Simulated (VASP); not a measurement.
Input:

```
CELL_PARAMETERS angstrom
     -2.07685     2.07685     5.44930
      2.07685    -2.07685     5.44930
      2.07685     2.07685    -5.44930
ATOMIC_POSITIONS crystal
  Pr 0.00000 0.00000 0.00000
  Al 0.25000 0.75000 0.50000
  Al 0.75000 0.25000 0.50000
  Zn 0.61083 0.61083 0.00000
  Zn 0.38917 0.38917 0.00000
```

Method: PBEsol GGA, VASP's PBE PAW potentials (set 64) (plane waves; VASP). Numerical set-up: 400 eV cut-off, Gaussian smearing of 0.050 eV, potentials Pr_3 Al Zn.

The 4f electrons are frozen in the core of the lanthanide potential, so 4f levels, which can set the real gap, and their magnetism are missing.

**Question.** Give the energies of bands 15 to 23 at the high-symmetry points, in eV from the Fermi level.

**Answer.** 
| band | Γ | X | P | N | M | S | R |
|---|---|---|---|---|---|---|---|
| 15 | -7.11 | -5.85 | -5.81 | -6.72 | -7.03 | -6.67 | -5.79 |
| 16 | -3.93 | -4.66 | -4.82 | -6.40 | -6.67 | -6.17 | -5.64 |
| 17 | -3.77 | -4.66 | -4.56 | -3.25 | -1.07 | -4.49 | -4.36 |
| 18 | -1.45 | -4.44 | -4.56 | -3.13 | -1.07 | -1.49 | -3.46 |
| 19 | -1.45 | -2.70 | -2.30 | -0.64 | -0.91 | -0.75 | -2.74 |
| 20 | -0.20 | -1.87 | -1.49 | -0.07 | -0.35 | -0.63 | -1.77 |
| 21 | 0.57 | -1.11 | -1.49 | 0.67 | 0.78 | 0.97 | -1.22 |
| 22 | 1.81 | 2.01 | 0.48 | 1.11 | 1.09 | 1.24 | 1.77 |
| 23 | 2.26 | 2.15 | 3.48 | 1.63 | 1.09 | 2.10 | 2.22 |

It has no gap at this level: it comes out as a metal or semimetal.

The structure comes from a computed database's Al2PrZn2 entry (I4/mmm); how it stands against other phases isn't given here. It was relaxed first. The electron count is odd and the run is not spin-polarised, which forces a metal.
